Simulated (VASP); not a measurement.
Input of a VASP 6.6.1 run:

The input INCAR:

```
SYSTEM = WC
ALGO     = Fast           ! electronic algorithm
EDIFF    = 1E-7           ! SCF threshold, eV
EDIFFG   = -0.002         ! ionic threshold
ENCUT    = 520            ! plane-wave cutoff, eV
GGA      = PE             ! functional
IBRION   = 2              ! ionic algorithm
ISIF     = 3              ! what is computed and relaxed
ISMEAR   = 0              ! smearing method
LASPH    = .TRUE.         ! aspherical terms in the spheres
LCHARG   = .FALSE.        ! write CHGCAR
LREAL    = .FALSE.        ! projectors in reciprocal space
LWAVE    = .FALSE.        ! write WAVECAR
NELM     = 60             ! most SCF steps
NSW      = 80             ! ionic steps
PREC     = Accurate       ! precision mode
SIGMA    = 0.1            ! smearing width, eV
```

Contents of KPOINTS:

```
k-points
0
G
  18 18 14
  0 0 0
```

File POSCAR:

```
WC
1.0
    2.9065000000      0.0000000000      0.0000000000
   -1.4532500000      2.5171028400      0.0000000000
    0.0000000000      0.0000000000      2.8366000000
W C
1 1
Direct
    0.0000000000      0.0000000000      0.0000000000
    0.6666666700      0.3333333300      0.5000000000
```

Potentials or basis: VASP PAW PBE potentials, release 64 (W_sv, C).

Run with:

```bash
$ cat potpaw_PBE.64/W_sv/POTCAR potpaw_PBE.64/C/POTCAR > POTCAR
$ mpirun -np 1 vasp_std > vasp.out
```

**Question.** What does it give for the relaxed volume?

**Answer.** 10.55 Å³/atom.

**Question.** Estimate the relaxed cell.

**Answer.** a = 2.924 Å, b = 2.924 Å, c = 2.850 Å, α = 90.00°, β = 90.00°, γ = 120.00°.

Step by step:
```tsv
step	energy change (eV)	largest force (eV/Å)	pressure (GPa)	volume (Å³)
1	0.0000	0.0000	6.71	20.75
2	0.0438	0.0000	-15.95	22.08
3	-0.0072	0.0000	-0.10	21.11
4	-0.0072	0.0000	0.02	21.10
5	-0.0072	0.0000	0.02	21.11
6	-0.0073	0.0000	0.02	21.10
```

Spin-orbit coupling is left out, which matters for the levels of W. Zero-point motion and thermal expansion aren't in these numbers.
